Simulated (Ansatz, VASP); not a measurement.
# Two plane-wave programs on K2LiPrF6

```
K Pr F Li
1.0
     0.00000    4.26523    4.26523
     4.26523    0.00000    4.26523
     4.26523    4.26523    0.00000
K Pr F Li
2 1 6 1
Direct
  0.25000 0.25000 0.25000
  0.75000 0.75000 0.75000
  0.00000 0.00000 0.00000
  0.76580 0.23420 0.23420
  0.23420 0.76580 0.23420
  0.23420 0.76580 0.76580
  0.76580 0.23420 0.76580
  0.23420 0.23420 0.76580
  0.76580 0.76580 0.23420
  0.50000 0.50000 0.50000
```

Alike in both runs: task single point; functional PBE; k mesh 5 × 5 × 5; occupations fermi-dirac, width 0.0235 eV; no spin polarisation.

```csv
,VASP,Ansatz
version,VASP 6.6.1,Ansatz 0.2.0
potentials or method,"VASP PAW PBE potentials, release 64 (K_sv, Pr, F, Li_sv)",PAW plane waves
plane-wave cutoff (eV),520,420
valence electrons in the cell,76,76
```

```tsv
	VASP	Ansatz	Ansatz less VASP
rms of the force components (eV/Å)	2.549	2.515	-0.0339
```

Atom by atom the forces differ by 0.034 eV/Å (rms over components).

Caveats: the run has no spin polarisation, though such a crystal can be magnetic; without U or exact exchange the open f shell lies at the Fermi level, which spoils levels, moments and volumes; forces of over 1 eV/Å show positions far from the minimum, so gaps and moduli don't describe the material at rest. Spin-orbit coupling is left out, which matters for the levels of Pr. Spin polarisation is off, so any magnetic state and its effect on volume and gap are missing.
